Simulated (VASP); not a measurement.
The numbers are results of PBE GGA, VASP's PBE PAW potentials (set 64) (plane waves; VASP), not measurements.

Input for VASP

File KPOINTS:
```
Automatic mesh
0
Gamma
3 3 3
0 0 0
```

### INCAR
```
ALGO = Normal
EDIFF = 1E-6
ENCUT = 300
GGA = PE
ISIF = 2
ISMEAR = -1
LASPH = .True.
LCHARG = .False.
LMAXMIX = 4
LREAL = .False.
LWAVE = .False.
NELM = 100
PREC = Accurate
SIGMA = 0.1
SYSTEM = MoSe
```

**POSCAR**
```
MoSe
1
    5.4469660000     0.0000000000     0.0000000000
   -2.7234830000     4.7172110000     0.0000000000
    0.0000000000     0.0000000000     4.3952340000
Mo Se
3 3
Direct
  0.5000000000   0.0000000000   0.0000000000
  0.5000000000   0.5000000000   0.0000000000
  0.0000000000   0.5000000000   0.0000000000
  0.0000000000   0.0000000000   0.0000000000
  0.3333330000   0.6666670000   0.5000000000
  0.6666670000   0.3333330000   0.5000000000
```

POTCAR, in this order: Mo_sv Se (PBE.64 set). Program: vasp_std.

**Question.** What will the output report for the number of irreducible k-points (NKPTS), largest plane-wave count, number of space-group operations, FFT grid (NGX, NGY, NGZ)?

**Answer.** 
The number of irreducible k-points (NKPTS) is 6, the largest plane-wave count is 1350 and the number of space-group operations is 24. The FFT grid (NGX, NGY, NGZ) is 32 × 32 × 28.

The structure was generated: MoSe was put into an ordered model structure, which need not be its known phase. The cell was not relaxed at this level. The k-mesh is coarse (spacing up to 0.48 per Å, 2π included), so the numbers may not be converged in it.
